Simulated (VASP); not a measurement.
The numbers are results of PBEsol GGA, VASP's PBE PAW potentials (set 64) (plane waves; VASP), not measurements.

The input files of a VASP run:

### INCAR
```
! general
SYSTEM  = RuAl
PREC    = Accurate
ENCUT   = 400
LREAL   = .FALSE.
LASPH   = .TRUE.

! electronic loop
EDIFF   = 1E-6
NELM    = 100
ALGO    = Normal
LMAXMIX = 4

! smearing
ISMEAR  = 1
SIGMA   = 0.1

! functional
GGA     = PS

! ions
IBRION  = 2
NSW     = 60
ISIF    = 3
EDIFFG  = -0.01

! output
LWAVE   = .FALSE.
LCHARG  = .FALSE.
```

File KPOINTS:
```
Automatic
0
Gamma
  11 11 11
```

POSCAR:
```
RuAl
1
    2.9763937444     0.0000000000     0.0000000000
    0.0000000000     2.9763937444     0.0000000000
   -0.0000000000    -0.0000000000     2.9763937444
Ru Al
1 1
Direct
  0.0000000000   0.0000000000   0.0000000000
  0.5000000000   0.5000000000   0.5000000000
```

POTCAR, in this order: Ru_pv Al (PBE.64 set). Program: vasp_std.

Q: Estimate the energy per atom (σ→0), volume per atom, band gap (on the k-mesh).

A: 
```
Item                                                        Result
------------------------  ----------------------------------------
energy per atom (σ→0)                               -7.755 eV/atom
band gap (on the k-mesh)  none (metal, semimetal or under 0.01 eV)
volume per atom                                      13.16 Å³/atom
```

OSZICAR:
```
...
   2 F= -.15509536E+02 E0= -.15509152E+02  d E =0.885276E-04
       N       E                     dE             d eps       ncg     rms          rms(c)
DAV:   1    -0.155124454696E+02   -0.29094E-02   -0.40776E-02  1368   0.286E+00    0.475E-01
DAV:   2    -0.155099546870E+02    0.24908E-02   -0.16383E-02  1396   0.152E+00    0.173E-01
DAV:   3    -0.155096848903E+02    0.26980E-03   -0.89558E-04  1400   0.351E-01    0.382E-02
DAV:   4    -0.155096807574E+02    0.41329E-05   -0.77374E-05  1396   0.615E-02    0.852E-03
DAV:   5    -0.155096809006E+02   -0.14325E-06   -0.24644E-06  1500   0.167E-02
   3 F= -.15509681E+02 E0= -.15509298E+02  d E =-.562712E-04
```

The structure was generated: RuAl was put into the CsCl type type (Pm-3m), which need not be its known phase. This run relaxes it. Symmetry was kept, so distortions that lower it aren't found. The start is the result of an earlier pass. The electron count is odd and the run is not spin-polarised, which forces a metal.
